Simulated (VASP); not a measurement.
Cost and result of VASP (PAW) for the band gap of TlCl (CsCl type). Gaps are without spin-orbit coupling. Each level names its cell: its own relaxed one, PBE's, or the starting one. A gap is the smallest over the k-mesh and a band path; hybrids may have named points in place of the path, and GW has the mesh alone. The cost counts the self-consistent run with its band path or extra points (for GW, with the PBE run and the diagonalisation ahead of it), each on the mesh and cut-off of its row, so the ratios hold those differences too. With PBE it took about 30 core-seconds. The timings are rough (shared machines, no repeats); factors under 2 mean little.

Unless said otherwise, spin-orbit coupling is left out, though it shifts the bands of the heavy elements here.

```
level                    k-mesh  cut-off (eV)  band gap (eV)         cost over PBE
-----------------------  ------  ------------  -------------  --------------------
LDA (own cell)            8×8×8           520           1.55  within a factor of 2
PBEsol (own cell)         8×8×8           520           1.80  within a factor of 2
PBE (own cell)            8×8×8           520           2.20             reference
PBE0 (PBE cell)           6×6×6           520     (withheld)            (withheld)
Hartree-Fock (PBE cell)   6×6×6           520     (withheld)            (withheld)
```

Fill in the missing entries.

- PBE0 (PBE cell), band gap (eV): 3.63
- PBE0 (PBE cell), cost over PBE: about 20 times
- Hartree-Fock (PBE cell), band gap (eV): 8.39
- Hartree-Fock (PBE cell), cost over PBE: about 30 times

Left out are levels that failed, ran on another kind of processor or have no fit band path; at most nine are shown.

The compound is TlCl in the CsCl type structure.
